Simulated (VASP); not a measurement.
Input of a VASP 6.6.1 run:

File INCAR:

```
PREC = Accurate ; ENCUT = 520
EDIFF = 1E-6 ; ISMEAR = 0
SIGMA = 0.05 ; LREAL = False
LASPH = True ; NELM = 60
ALGO = Normal ; ISIF = 2
LWAVE = False ; LCHARG = False
GGA = PS ; NBANDS = 16
```

Contents of KPOINTS:

```
regular mesh
0
Gamma
  4 4 4
```

Contents of POSCAR:

```
Be3AsP
1.0
    4.5654550258      0.0000000000      0.0000000000
    0.0000000000      4.5654550258      0.0000000000
    0.0000000000      0.0000000000      4.5654550258
As P Be
1 1 3
Direct
    0.0000000000      0.0000000000      0.0000000000
    0.5000000000      0.5000000000      0.5000000000
    0.5000000000      0.5000000000      0.0000000000
    0.5000000000      0.0000000000      0.5000000000
    0.0000000000      0.5000000000      0.5000000000
```

Potentials or basis: VASP PAW PBE potentials, release 64 (As, P, Be).

Launch:

```bash
$ cat potpaw_PBE.64/As/POTCAR potpaw_PBE.64/P/POTCAR potpaw_PBE.64/Be/POTCAR > POTCAR
$ mpirun -np 1 vasp_std > vasp.out
```

Problem. Estimate the band gap on the k mesh.

Solution. None (metal or under the smearing width).

Problem. What does it give for the pressure?

Solution. -15.6 GPa.

Caveat: so large a pressure means that the cell lies far from this level's equilibrium, or that cutoff or potentials fall short; the potentials were made for another functional, which shifts forces and pressure.
